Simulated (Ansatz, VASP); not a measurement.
# Sc: VASP beside Ansatz

Aim: how closely do two programs agree when they are given the same cell, functional and k mesh? The cell is taken from a series of runs on this material, whose earlier steps may have relaxed, scaled, displaced or heated it; both programs get it as it stands.

Method: plane waves, with VASP 6.6.1 beside it; zone-centre phonons at LDA, in Ansatz 0.2.0.

## Step 1: Starting point

It takes space group P6_3/mmc (No. 194, hexagonal). The conventional cell has a = 3.134 Å, b = 3.134 Å, c = 5.083 Å, α = 90.00°, β = 90.00°, γ = 120.00°. Sc has 12 Sc at 3.12 to 3.13 Å nearest.

Structure file:

```cif
data_structure
_symmetry_space_group_name_H-M 'P 1'
_symmetry_Int_Tables_number 1
_cell_length_a 3.1335
_cell_length_b 3.1335
_cell_length_c 5.0835
_cell_angle_alpha 90.000
_cell_angle_beta 90.000
_cell_angle_gamma 120.000
_cell_volume 43.23
loop_
_atom_site_label
_atom_site_type_symbol
_atom_site_fract_x
_atom_site_fract_y
_atom_site_fract_z
_atom_site_occupancy
Sc1 Sc 0.33333 0.66667 0.25000 1
Sc2 Sc 0.66667 0.33333 0.75000 1
```

## Step 2: VASP: zone-centre phonons, LDA, pair 1

Second derivatives magnify differences that forces hide, and they need a tight electronic threshold.

Lines of VASP's logs that name or quote its potential files are left out, and so is its time.

Contents of INCAR:

```
SYSTEM = Sc
PREC = Accurate
ENCUT = 500
EDIFF = 1E-08
NELM = 120
ISMEAR = 1
SIGMA = 0.2
LREAL = .FALSE.
ALGO = Normal
GGA = CA
NBANDS = 17
LASPH = .TRUE.
LORBIT = 11
LWAVE = .FALSE.
LCHARG = .FALSE.
ISIF = 2
IBRION = 8
GGA_COMPAT = .FALSE.
KPAR = 2
```

Contents of POSCAR:

```
Sc
1.0
    3.1335354198      0.0000000000      0.0000000000
   -1.5667677099      2.7137212772      0.0000000000
    0.0000000000      0.0000000000      5.0834698663
Sc
2
Direct
    0.3333333333      0.6666666667      0.2500000000
    0.6666666667      0.3333333333      0.7500000000
```

Contents of KPOINTS:

```
Automatic mesh
0
Gamma
15 15 8
0 0 0
```

Potentials, in the order of the species: Sc_sv (LDA family, release 64).

Command:

```sh
$ mpirun -np 2 vasp_std
```

Numbers of over 12 decimals in the logs are rounded to 6 here.

The log of the run:

```text
[banner, memory and clock lines left out]
running    2 mpi-ranks, on    1 nodes
 distrk:  each k-point on    1 cores,    2 groups
 distr:  one band on    1 cores,    1 groups

 POSCAR found type information on POSCAR Sc
 POSCAR found :  1 types and       2 ions
 LDA part: xc-table for (Slater(with rela. corr.)+CA(PZ))
 , standard interpolation
 POSCAR, INCAR and KPOINTS ok, starting setup
 FFT: planning ... GRIDC
 FFT: planning ... GRID_SOFT
 FFT: planning ... GRID
 WAVECAR not read
 entering main loop
       N       E                     dE             d eps       ncg     rms          rms(c)
DAV:   1     0.351885561996E+03    0.35189E+03   -0.10781E+04  4622   0.141E+03
DAV:   2     0.516862187200E+01   -0.34672E+03   -0.34063E+03  5894   0.591E+02
DAV:   3    -0.143647163433E+02   -0.19533E+02   -0.18811E+02  7679   0.173E+02
DAV:   4    -0.146356629092E+02   -0.27095E+00   -0.26989E+00  6620   0.195E+01
DAV:   5    -0.146400406779E+02   -0.43778E-02   -0.43743E-02  7844   0.258E+00    0.869E+00
DAV:   6    -0.135796984033E+02    0.10603E+01   -0.23074E+00  5990   0.191E+01    0.269E+00
DAV:   7    -0.134258738858E+02    0.15382E+00   -0.56871E-01  6196   0.861E+00    0.696E-01
DAV:   8    -0.134130399990E+02    0.12834E-01   -0.22880E-02  6224   0.216E+00    0.205E-01
DAV:   9    -0.134124129197E+02    0.62708E-03   -0.40759E-03  6460   0.729E-01    0.192E-02
DAV:  10    -0.134124319321E+02   -0.19012E-04   -0.84945E-05  7440   0.141E-01    0.413E-03
DAV:  11    -0.134124326119E+02   -0.67982E-06   -0.16554E-06  7045   0.150E-02    0.105E-03
DAV:  12    -0.134124326151E+02   -0.31914E-08   -0.11429E-07  7293   0.383E-03    0.623E-04
DAV:  13    -0.134124326008E+02    0.14254E-07   -0.95063E-09  4305   0.102E-03    0.893E-05
DAV:  14    -0.134124326009E+02   -0.81400E-10   -0.13830E-09  3642   0.858E-04
   1 F= -.13412433E+02 E0= -.13410888E+02  d E =-.463247E-02
 Linear response reoptimize wavefunctions to high precision
DAV:   1    -0.134124326011E+02   -0.16053E-09   -0.53540E-10  3833   0.457E-04
DAV:   2    -0.134124326011E+02   -0.36835E-10   -0.23930E-10  3425   0.359E-04
 Linear response DOF=           2
 Linear response progress:
  Degree of freedom:   1/  2
       N       E                     dE             d eps       ncg     rms          rms(c)
RMM:   1    -0.716000504729E+00   -0.71600E+00   -0.10037E+02 19373   0.294E+02
RMM:   2    -0.716457769365E+00   -0.45726E-03   -0.20114E-01 31294   0.533E+00    0.110E-01
RMM:   3    -0.717675293190E+00   -0.12175E-02   -0.90203E-03 33098   0.102E+00    0.410E-02
RMM:   4    -0.716742297768E+00    0.93300E-03   -0.12053E-03 39798   0.287E-01    0.193E-02
RMM:   5    -0.716487597896E+00    0.25470E-03   -0.11947E-04 40891   0.973E-02    0.858E-03
RMM:   6    -0.716492900712E+00   -0.53028E-05   -0.15624E-05 37829   0.343E-02    0.614E-03
RMM:   7    -0.716521167836E+00   -0.28267E-04   -0.60154E-06 39386   0.194E-02    0.358E-03
RMM:   8    -0.716612737518E+00   -0.91570E-04   -0.21609E-06 38040   0.112E-02    0.340E-04
RMM:   9    -0.716606421068E+00    0.63164E-05   -0.15143E-06 40715   0.843E-03    0.902E-05
RMM:  10    -0.716605847342E+00    0.57373E-06   -0.25701E-06 37875   0.783E-03    0.490E-05
RMM:  11    -0.716606236931E+00   -0.38959E-06   -0.29804E-06 39640   0.744E-03    0.204E-05
RMM:  12    -0.716606650435E+00   -0.41350E-06   -0.24551E-06 39662   0.743E-03    0.180E-05
RMM:  13    -0.716606689290E+00   -0.38855E-07   -0.21469E-06 40759   0.732E-03    0.676E-06
RMM:  14    -0.716606816461E+00   -0.12717E-06   -0.16808E-06 41327   0.734E-03    0.705E-06
RMM:  15    -0.716606762261E+00    0.54199E-07   -0.13620E-06 42260   0.730E-03    0.358E-06
RMM:  16    -0.716606840187E+00   -0.77926E-07   -0.10557E-06 43097   0.733E-03    0.339E-06
RMM:  17    -0.716606819141E+00    0.21046E-07   -0.90840E-07 43779   0.731E-03    0.249E-06
RMM:  18    -0.716606821377E+00   -0.22356E-08   -0.85173E-07 44719   0.732E-03    0.224E-06
RMM:  19    -0.716606821296E+00    0.80495E-10   -0.72217E-07 44907   0.732E-03    0.274E-06
RMM:  20    -0.716606820439E+00    0.85760E-09   -0.63388E-07 45896   0.732E-03    0.356E-06
RMM:  21    -0.716606820785E+00   -0.34613E-09   -0.55303E-07 46159   0.732E-03    0.381E-06
RMM:  22    -0.716606821149E+00   -0.36427E-09   -0.51014E-07 47035   0.733E-03    0.405E-06
RMM:  23    -0.716606820740E+00    0.40927E-09   -0.49895E-07 47020   0.733E-03    0.416E-06
 first order change of Fermi-energy   0.14207E-04
 force on displaced ion       1 direction 1 :  -1.335   0.000   0.000
 Linear response progress:
  Degree of freedom:   2/  2
       N       E                     dE             d eps       ncg     rms          rms(c)
RMM:   1    -0.796771408682E+00   -0.79677E+00   -0.10176E+02  6614   0.297E+02
RMM:   2    -0.797965135921E+00   -0.11937E-02   -0.21299E-01 10585   0.551E+00    0.141E-01
RMM:   3    -0.800561492456E+00   -0.25964E-02   -0.81370E-03 11154   0.106E+00    0.465E-02
RMM:   4    -0.799710615854E+00    0.85088E-03   -0.14230E-03 13152   0.310E-01    0.199E-02
RMM:   5    -0.799527634116E+00    0.18298E-03   -0.19279E-04 12385   0.931E-02    0.163E-02
RMM:   6    -0.799404806881E+00    0.12283E-03   -0.43782E-05 12069   0.420E-02    0.666E-03
RMM:   7    -0.799391905285E+00    0.12902E-04   -0.19741E-05 13988   0.257E-02    0.178E-03
RMM:   8    -0.799410996845E+00   -0.19092E-04   -0.91261E-06 12890   0.129E-02    0.575E-04
RMM:   9    -0.799419434905E+00   -0.84381E-05   -0.64094E-06 13726   0.802E-03    0.392E-04
RMM:  10    -0.799428563125E+00   -0.91282E-05   -0.66359E-06 12844   0.710E-03    0.115E-04
RMM:  11    -0.799432201951E+00   -0.36388E-05   -0.45648E-06 13576   0.683E-03    0.351E-05
RMM:  12    -0.799431630954E+00    0.57100E-06   -0.24222E-06 13194   0.686E-03    0.237E-05
RMM:  13    -0.799431894723E+00   -0.26377E-06   -0.18466E-06 13972   0.682E-03    0.147E-05
RMM:  14    -0.799432278041E+00   -0.38332E-06   -0.86595E-07 13667   0.687E-03    0.112E-05
RMM:  15    -0.799432199646E+00    0.78396E-07   -0.57230E-07 14430   0.684E-03    0.355E-06
RMM:  16    -0.799432135210E+00    0.64435E-07   -0.37831E-07 14369   0.687E-03    0.220E-06
RMM:  17    -0.799432131064E+00    0.41466E-08   -0.17369E-07 14934   0.687E-03    0.173E-06
RMM:  18    -0.799432118512E+00    0.12552E-07   -0.50647E-08 14925   0.689E-03    0.221E-06
RMM:  19    -0.799432113522E+00    0.49900E-08    0.80483E-08 15368   0.689E-03    0.268E-06
 first order change of Fermi-energy  -0.26996E-04
 force on displaced ion       1 direction 3 :  -0.000   0.000  -4.109
 Linear response finished
```

OUTCAR, selected parts (step 2):

```text
ion  position               nearest neighbor table
   1  0.333  0.667  0.250-   2 3.12   2 3.12   2 3.12   2 3.12   2 3.12   2 3.12
   2  0.667  0.333  0.750-   1 3.12   1 3.12   1 3.12   1 3.12   1 3.12   1 3.12

  LATTYP: Found a hexagonal cell.
 ALAT       =     3.1335354198
 C/A-ratio  =     1.6222793699

 Subroutine GETGRP returns: Found 24 space group operations
 (whereof 12 operations were pure point group operations)

The static configuration has the point symmetry D_3d.
 The point group associated with its full space group is D_6h.

 Found    135 irreducible k-points:

   k-points           NKPTS =    135   k-points in BZ     NKDIM =    135   number of bands    NBANDS=     17

   dimension x,y,z NGX =    24 NGY =   24 NGZ =   40
   dimension x,y,z NGXF=    48 NGYF=   48 NGZF=   80

   ENCUT  =  500.0 eV  36.75 Ry    6.06 a.u.   5.71  5.71  9.27*2*pi/ulx,y,z

   NELECT =      22.0000    total number of electrons

 k-points in reciprocal lattice and weights: Automatic mesh
   0.00000000  0.00000000  0.00000000       0.001
   0.06666667  0.00000000  0.00000000       0.003
   0.13333333  0.00000000  0.00000000       0.003
   0.20000000 -0.00000000  0.00000000       0.003
   0.26666667  0.00000000  0.00000000       0.003
   0.33333333  0.00000000  0.00000000       0.003
   0.40000000  0.00000000  0.00000000       0.003
   0.46666667  0.00000000  0.00000000       0.003
   0.06666667  0.06666667  0.00000000       0.003
[...]
0.33333333  0.26666667  0.50000000       0.007
   0.33333333  0.33333333  0.50000000       0.001

 average (electrostatic) potential at core
       1 -46.0221       2 -46.0221

  Total        1.1479120      1.1479120      0.0297824      0.0000000      0.0000000      0.0000000
  in kB       42.5460347     42.5460347      1.1038486      0.0000000      0.0000000      0.0000000
  external PRESSURE =      28.7319727 kB  Pullay stress =       0.0000000 kB

  energy-cutoff  :      500.00
  volume of cell :       43.23
      direct lattice vectors                 reciprocal lattice vectors
     3.133535420  0.000000000  0.000000000     0.319128354  0.184248841  0.000000000
    -1.566767710  2.713721277  0.000000000     0.000000000  0.368497682  0.000000000
     0.000000000  0.000000000  5.083469866     0.000000000  0.000000000  0.196716028

 POSITION                                       TOTAL-FORCE (eV/Angst)
 -----------------------------------------------------------------------------------
     -0.00000      1.80915      1.27087         0.000000      0.000000      0.000000
      1.56677      0.90457      3.81260        -0.000000     -0.000000      0.000000
 -----------------------------------------------------------------------------------
    total drift:                               -0.000000      0.000000     -0.000000

 Eigenvectors and eigenvalues of the dynamical matrix
 ----------------------------------------------------

   1 f  =    6.684381 THz    41.999207 2PiTHz  222.966963 cm-1    27.644368 meV
             X         Y         Z           dx          dy          dz
     -0.000000  1.809148  1.270867     0.000000    0.000000   -0.707107
      1.566768  0.904574  3.812602     0.000000    0.000000    0.707107

   2 f  =    3.809744 THz    23.937327 2PiTHz  127.079376 cm-1    15.755828 meV
             X         Y         Z           dx          dy          dz
     -0.000000  1.809148  1.270867    -0.707107    0.000000    0.000000
      1.566768  0.904574  3.812602     0.707107   -0.000000    0.000000

   3 f  =    3.809744 THz    23.937327 2PiTHz  127.079376 cm-1    15.755828 meV
             X         Y         Z           dx          dy          dz
     -0.000000  1.809148  1.270867     0.000000   -0.707107   -0.000000
      1.566768  0.904574  3.812602     0.000000    0.707107    0.000000

   4 f  =    0.000000 THz     0.000000 2PiTHz    0.000001 cm-1     0.000000 meV
             X         Y         Z           dx          dy          dz
     -0.000000  1.809148  1.270867    -0.510198   -0.489590   -0.000000
      1.566768  0.904574  3.812602    -0.510198   -0.489590    0.000000

   5 f  =    0.000000 THz     0.000000 2PiTHz    0.000000 cm-1     0.000000 meV
             X         Y         Z           dx          dy          dz
     -0.000000  1.809148  1.270867     0.000000   -0.000000    0.707107
      1.566768  0.904574  3.812602     0.000000    0.000000    0.707107

   6 f/i=    0.000000 THz     0.000000 2PiTHz    0.000001 cm-1     0.000000 meV
             X         Y         Z           dx          dy          dz
     -0.000000  1.809148  1.270867    -0.489590    0.510198    0.000000
      1.566768  0.904574  3.812602    -0.489590    0.510198    0.000000

 ELASTIC MODULI CONTR FROM IONIC RELAXATION (kBar)
 Direction    XX          YY          ZZ          XY          YZ          ZX
 --------------------------------------------------------------------------------
 XX         -51.8601     51.8601     -0.0000      0.0000      0.0000      0.0000
 YY          51.8601    -51.8601      0.0000      0.0000      0.0000      0.0000
 ZZ          -0.0000      0.0000     -0.0000      0.0000      0.0000      0.0000
 XY           0.0000      0.0000      0.0000    -51.8601      0.0000      0.0000
 YZ           0.0000      0.0000      0.0000      0.0000      0.0000      0.0000
 ZX           0.0000      0.0000      0.0000      0.0000      0.0000      0.0000
 --------------------------------------------------------------------------------
```

## Step 3: Ansatz: zone-centre phonons, LDA, pair 1

Ansatz runs on its PAW soft_1 files.

The same cell, functional (in two slightly different forms), mesh and smearing now go to Ansatz, which takes its cutoff from its data sets.

Contents of input.yaml:

```yaml
crystal:
  lattice:
    - [3.1335354198, 0.0, 0.0]
    - [-1.5667677099, 2.7137212772, 0.0]
    - [0.0, 0.0, 5.0834698663]
  atoms:
    - { symbol: Sc, position: [0.3333333333, 0.6666666667, 0.25] }
    - { symbol: Sc, position: [0.6666666667, 0.3333333333, 0.75] }
kpoints:
  mp_grid: { grid: [15, 15, 8] }
hamiltonian:
  xc: lda
  pseudopotentials: { kind: paw, azcp: { folder: soft_1 }, xc_functional: pbe }
scf:
  occupations: { method: methfessel_paxton, width: 0.2 }
output:
  eigenvalues: true
phonons:
  method: dfpt
```

Command:

```sh
$ ansatz run input.yaml --threads 4 --pin off --max-ram 10240MiB --backend cpu --events-out ev --progress --plain --runs-dir out
```

The log of the run:

```text
zone centre: on kpoints.mp_grid the ground state, and the responses unless they are solved on pairs of k-points, stand on 320 of the mesh's 1800 k-points, reduced under 4 symmetry operations, with k and −k counted as one. Each operation leaves every solved displacement unchanged or reverses it
Engine: ansatz 0.2.0, x86_64-unknown-linux-gnu
Pseudopotentials: kind: paw
Pseudopotential: Sc, paw, valence charge 11, recommended cutoff 420 eV (normal), soft_1/Sc.paw.azcp
Functional definition: SPW92
  exchange = slater_x
  correlation = pw_c
Crystal: 2 atoms, lattice volume = 43.227 Å³
Basis set: ecut = 420 eV, 845 PW (Γ), exchange–correlation on 48×48×72 points (8 copies of the dense FFT grid, shifted against one another)
Bands: 15, of which v1, the nominal top of the filled ones, is band 11 counted from 1 (10 counted from 0)
Symmetry: 24 space group operations
k-points: 320 of 1800 (irreducible under 4 space group operations, time reversal used)
Non-local potential: Sc, projectors of the file, l = 0: 3, l = 1: 2, l = 2: 3, l = 3: 1
PAW form: soft (Blöchl's): semilocal exchange-correlation on the pseudo side does not see the compensation charge
PAW frozen core: Sc, regenerated for the run's functional, and the local potential with it (the file was generated under x = pbe(κ = 0.804, μ = 0.219515), c = pbe(β = 0.066725))
PAW one-centre angular grid: Sc, 590 points (default); XC on 64 Gauss nodes
Initial density: superposition of atomic densities (chi_scale 0.1, normalization cell)
Initial wavefunctions: pseudopotential atomic-orbital guess
Functional: x = slater, c = lda
SCF iter   1: F=—  HF=-4178.110078 eV  |F-HF|=—  |Δ(HF+E_count)|=         —  Δρ=2.42e-2  dr2=2.99e-1  ethr=3.10e-3  ⟨swp⟩=3.1  Hψ=17666  notcnv=0
preconditioner: auto → none  [metal: Δε(μ)=0.012 eV  Ē_g=2.782 eV  σ=0.200 eV  W_gap=0.05  n_scr=8 (ndim 8)  ℏωp=13.8 eV  f_vac=0.000  D(μ)=3.95/eV (n_scr^D=42)  sad-step TF]
SCF iter   2: F=—  HF=-4178.030117 eV  |F-HF|=—  |Δ(HF+E_count)|=   8.00e-2  S|Δr|=    0.00e0  Δρ=1.36e-2  dr2=1.03e-1  ethr=1.36e-3  ⟨swp⟩=2.0  Hψ=8359  notcnv=0
SCF iter   3: F=—  HF=-4177.993215 eV  |F-HF|=—  |Δ(HF+E_count)|=   3.69e-2  S|Δr|=    0.00e0  Δρ=9.47e-4  dr2=2.08e-4  ethr=4.68e-4  ⟨swp⟩=3.0  Hψ=9321  notcnv=0
SCF iter   4: F=—  HF=-4177.993438 eV  |F-HF|=—  |Δ(HF+E_count)|=   2.23e-4  S|Δr|=    0.00e0  Δρ=5.47e-5  dr2=7.53e-7  ethr=9.44e-7  ⟨swp⟩=2.7  Hψ=8388  notcnv=0
SCF iter   5: F=—  HF=-4177.993439 eV  |F-HF|=—  |Δ(HF+E_count)|=   1.74e-6  S|Δr|=    0.00e0  Δρ=1.74e-5  dr2=1.16e-7  ethr=3.42e-9  ⟨swp⟩=2.1  Hψ=8403  notcnv=0
SCF iter   6: F=—  HF=-4177.993439 eV  |F-HF|=—  |Δ(HF+E_count)|=   4.49e-8  S|Δr|=    0.00e0  Δρ=1.95e-6  dr2=1.27e-9  ethr=5.27e-10  ⟨swp⟩=2.9  Hψ=8869  notcnv=0
SCF iter   7: F=—  HF=-4177.993439 eV  |F-HF|=—  |Δ(HF+E_count)|=  3.87e-10  S|Δr|=    0.00e0  Δρ=4.02e-7  dr2=6.20e-11  ethr=5.76e-12  ⟨swp⟩=2.0  Hψ=8045  notcnv=0
SCF iter   8: F=-4177.993439 eV  HF=-4177.993439 eV  |F-HF|=9.09e-13  |Δ(HF+E_count)|=  1.82e-11  S|Δr|=    0.00e0  Δρ=6.47e-8  dr2=1.53e-12  ethr=1.00e-12  ⟨swp⟩=4.0  Hψ=17160  notcnv=0
SCF 1 converged in 8 iterations: F = -4177.993439 eV  dr2 = 1.53e-12
  greatest PAW one-centre occupation: 0.998 electrons in one spin orbital (limit 2), on the Sc atom at site 1 (counted from 0), in its partial waves of l = 0
DFPT response loops at Γ: preconditioner auto → Kerker (q_TF=auto, 2.438 Å⁻¹) (partly filled bands, converged f_vac=0.000); β = 1.00, the filter's whole step (`scf.mixing.beta` (0.50) is not read by the response loops under this deck's `scf.mixing.preconditioner`; to damp them name `kerker` or `kerker_dos`, under which they read `scf.mixing.beta`, and type it under 1.00, their step now; both keys bind the ground state too); Broyden in place of MSR1
SCF converged after 8 iterations
Stability not checked: this state was not tested for a lower state beside it, because cold or Methfessel-Paxton smearing, or corrected tetrahedra, fill the levels in a way that the test cannot read (fill_not_monotonic; see scf.lower_state_search)
Free energy (F): -4177.993439 eV
Harris-Foulkes:  -4177.993439 eV  (|F-HF|=9.09e-13)
Internal energy: -4177.988786 eV  (E = F + TS)
E sigma→0 (E₀):  -4177.992276 eV
Entropy (-TS):   -0.004653 eV (-2.326 meV/atom)
Fermi energy:    10.418304 eV
--- Per-component energies (eV) ---
  E_band       = -302.325593
  E_kinetic    = 417.593205
  E_local      = -1591.034072  (includes V_loc(G=0)·N_el)
  E_nonlocal   = 293.682883
  E_hartree    = 568.141454
  E_xc         = -170.242850
  E_vxc        = -210.606334  (∫ρ·V_xc dr)
  E_paw        = -1890.207482  (= ΣΔE_a)
  E_vpaw       = -348.244300  (= ΣTr[D̂ρ^β])
  E_aug_tail   = 0.000059  (compensation charges beyond the density's cutoff)
  E_ewald      = -1806.531829
  E_core_change = 0.609846  (= ΣΔE_core)
  E_smearing   = -0.004653  (= −TS)
  E_closure    = 0.000000  (closes the sum)
  Σ components = -4177.993439   (vs F -4177.993439, Δ=0.00e0)
--- Band table (eV; the first three rows and the last of 320) ---
  k-point 0: bands = [... 7 lower, -16.7595, 5.1118, 8.5257, 11.1299, 12.1467, 12.1467, 12.1554, 12.6144]
  k-point 1: bands = [... 7 lower, -16.7723, 5.2248, 8.4071, 11.0538, 12.0803, 12.1057, 12.1057, 12.5535]
  k-point 2: bands = [... 7 lower, -16.7813, 5.5546, 8.0276, 10.9676, 11.8720, 12.0442, 12.0442, 12.4049]
  k-point 319: bands = [... 7 lower, -16.8809, 8.9964, 8.9964, 10.5810, 10.5810, 11.2151, 11.2151, 12.8798]
--- Phonons (Γ-DFPT): 2 representative perturbations + reference, on 320 of 1800 k-points (Σ response iterations 6) ---
  k mesh reduced under 4 symmetry operations, with k and −k counted as one. Each operation leaves every solved displacement unchanged or reverses it
  ASR residual: 3.889e-5 → 0.000e0 eV/Å²; symmetrization residual: 1.630e-13 eV/Å²
  ASR residual per site (eV/Å²): 3.89e-5 3.89e-5
  Γ frequencies (cm⁻¹): 0.00 0.00 0.00 126.24 126.24 221.50
  non-analytic LO–TO correction: not included (Born effective charges unavailable; polar crystals: no LO–TO splitting at Γ)
```

In the SCF lines HF is the Harris–Foulkes energy and dr2 the Hartree energy of the density residual, in eV; the loop may stop once dr2 is under the threshold and the program's other checks hold. Hψ counts applications of the Hamiltonian.

## Step 4: Comparison

Known differences besides the potentials themselves: the two LDA forms differ slightly; the cutoff is 420 eV in Ansatz and 500 eV in VASP; VASP's log shows a relativistic correction to its local exchange, Ansatz's none. Total energies have different zeros and are not compared.

Compared:

```
                  quantity  Ansatz   VASP  difference
optical mode 1 to 2 (cm⁻¹)   126.2  127.1     -0.66 %
     optical mode 3 (cm⁻¹)   221.5  223.0     -0.66 %
```

Modes are paired by rising frequency, not by their patterns, so a pair may set unlike modes beside each other; they are those without the splitting of longitudinal modes.

(Part 1 of 2 ends here.)

[Lines on the potential files, build, host, timing and source positions are cut from VASP's logs without a mark.]

[Logs are printed without paths, hosts, clocks, repeated set-up lines and the standing remarks that a program may print on its own settings, such as how far it seeks lower states.]

[Hosts, paths, dates, database ids (printed as entryN), source tags and the programs' standing remarks are cut or masked in the printed files.]
